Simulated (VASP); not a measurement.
Ti2BN:

```
Ti B N
1.0
     1.57700    0.91048    5.15000
    -1.57700    0.91048    5.15000
     0.00000   -1.82096    5.15000
Ti B N
2 1 1
Direct
  0.25000 0.25000 0.25000
  0.75000 0.75000 0.75000
  0.00000 0.00000 0.00000
  0.50000 0.50000 0.50000
```

The cell was built by a generator and needn't be a form met in nature.

* Program: VASP 6.6.1
* Task: relaxation of cell and atoms
* Functional: PBE
* Potentials or basis: VASP PAW PBE potentials, release 64 (Ti_sv, B, N)
* Cutoff: 520 eV
* k mesh: 6 × 6 × 6
* Occupations: gaussian, width 0.15 eV
* Spin: no spin polarisation

At the start: pressure -13.6 GPa; volume 11.09 Å³/atom.

Q: How do energy, volume and symmetry change on relaxing?

A: Over 8 steps the energy falls by 47.6 meV/atom and the volume is 10.47 Å³/atom (-5.6 %); space group R-3m (No. 166, to 0.05 Å).

The path:
```csv
step,energy change (eV),largest force (eV/Å),pressure (GPa),volume (Å³)
1,0.0000,1.3396,-13.57,44.37
2,0.0182,0.2537,21.44,38.60
3,-0.1567,0.7697,2.77,41.51
4,-0.1855,0.2609,0.17,41.94
5,-0.1872,0.0895,-0.74,41.86
6,-0.1895,0.1646,1.29,41.66
7,-0.1897,0.1182,0.77,41.69
8,-0.1905,0.0328,0.37,41.88
```

Final structure:
```
Ti B N
1.0
     1.52935    0.88297    5.16928
    -1.52935    0.88297    5.16928
     0.00000   -1.76594    5.16928
Ti B N
2 1 1
Direct
  0.24620 0.24620 0.24620
  0.75380 0.75380 0.75380
  0.00000 0.00000 0.00000
  0.50000 0.50000 0.50000
```

Caveat: the k mesh is coarse (spacing up to 0.39 Å⁻¹), so the values aren't converged.
